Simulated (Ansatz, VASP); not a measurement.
## CsW3: VASP beside Ansatz

```
Cs W
1.0
    -2.92740    2.92740    2.92740
     2.92740   -2.92740    2.92740
     2.92740    2.92740   -2.92740
Cs W
1 3
Direct
  0.00000 0.00000 0.00000
  0.00000 0.50000 0.50000
  0.50000 0.00000 0.50000
  0.50000 0.50000 0.00000
```

Alike in both runs: task relaxation of cell and atoms; functional PBE; k mesh 4 × 4 × 4; occupations gaussian, width 0.1 eV; no spin polarisation.

```csv
,VASP,Ansatz
version,VASP 6.6.1,Ansatz 0.2.0
potentials or method,"VASP PAW PBE potentials, release 64 (Cs_sv, W_sv)","scalar-relativistic, plane waves, PAW"
plane-wave cutoff (eV),600,420
valence electrons in the cell,51,51
```

Ansatz gave:

```
gap on the k mesh at the Fermi level, each at its own relaxed structure (eV) : none
relaxed volume (Å³/atom)                                                     : 20.84
relaxed cell length with the largest relative difference (Å)                 : 4.766
energy change over the relaxation (meV/atom)                                 : -242
```

Q: Which values does VASP return?

A: gap on the k mesh at the Fermi level, each at its own relaxed structure (eV): none; relaxed volume (Å³/atom): 21.19; relaxed cell length with the largest relative difference (Å): 4.793; energy change over the relaxation (meV/atom): -208.

A gap of «none» marks a metal or a gap that the smearing closes.

Caveats: the k mesh is coarse (spacing up to 0.38 Å⁻¹), so the values aren't converged; the volume moved by over 15 % at a fixed basis, so the end points are rough (VASP). Spin-orbit coupling is left out, which matters for the levels of Cs, W.
